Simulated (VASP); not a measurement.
Data:

```
HgTe
1.0
    0.00000     3.24326     3.24326
    3.24326     0.00000     3.24326
    3.24326     3.24326     0.00000
Hg Te
1 1
Direct
  0.00000   0.00000   0.00000
  0.25000   0.25000   0.25000
```

Level of theory: SCAN meta-GGA, VASP's PBE PAW potentials (set 64) (plane waves; VASP). Run with 520 eV cut-off, 11×11×11 Γ-centred mesh, tetrahedra with Blöchl corrections, potentials Hg Te.

Unless said otherwise, spin-orbit coupling is left out, though it shifts the bands of the heavy elements here.

Q: Tabulate the total density of states (states/eV per cell) against energy (eV; zero at the valence-band maximum or, without a gap, the Fermi level).

A: 
```
E (eV) | DOS (states/eV)
    -9.98 |  0.00
    -9.86 |  0.00
    -9.62 |  0.00
    -9.50 |  0.00
    -9.26 |  0.00
    -9.14 |  0.00
    -8.90 |  0.00
    -8.78 |  0.00
    -8.66 |  0.00
    -8.42 |  0.00
    -8.30 |  0.00
    -8.06 |  0.00
    -7.94 |  0.00
    -7.82 |  0.00
    -7.58 | ####### 5.22
    -7.46 | ############################## 22.8
    -7.22 | ######## 5.94
    -7.10 | ####################### 17.3
    -6.86 | #### 2.85
    -6.74 | #### 3.13
    -6.62 | ### 2.61
    -6.38 |  0.00
    -6.26 |  0.00
    -6.02 |  0.00
    -5.90 |  0.00
    -5.78 | ## 1.14
    -5.54 | ### 2.17
    -5.42 | ## 1.40
    -5.18 | # 0.88
    -5.06 | # 0.77
    -4.82 | # 0.61
    -4.70 | # 0.53
    -4.58 | # 0.47
    -4.34 | # 0.40
    -4.22 |  0.36
    -3.98 |  0.29
    -3.86 |  0.26
    -3.74 |  0.24
    -3.50 |  0.20
    -3.38 |  0.18
    -3.14 |  0.14
    -3.02 | # 0.53
    -2.78 | ## 1.81
    -2.66 | ## 1.57
    -2.54 | ## 1.38
    -2.30 | ### 2.04
    -2.18 | ### 2.00
    -1.94 | ### 1.91
    -1.82 | ## 1.85
    -1.70 | ## 1.84
    -1.46 | ## 1.78
    -1.34 | ## 1.75
    -1.10 | ## 1.65
    -0.98 | ## 1.26
    -0.74 | # 0.79
    -0.62 | # 0.63
    -0.50 | # 0.52
    -0.26 |  0.26
    -0.14 |  0.18
     0.10 |  0.00
     0.22 |  0.01
     0.34 |  0.02
     0.58 |  0.05
     0.70 |  0.11
     0.94 |  0.38
     1.06 | # 0.50
     1.30 | # 0.63
     1.42 | # 0.67
     1.54 | # 0.70
     1.78 | # 0.88
     1.90 | ## 1.18
     2.14 | ### 2.01
     2.26 | ### 2.09
     2.38 | ## 1.53
     2.62 | # 0.68
     2.74 | # 0.62
     2.98 | # 0.47
     3.10 | # 0.40
     3.34 | # 0.51
     3.46 | # 0.57
```
Within 2 eV below the Fermi level the largest weight inside VASP's projection spheres is Te p, then Hg d.

The compound is HgTe in the zinc blende structure. It was relaxed first.
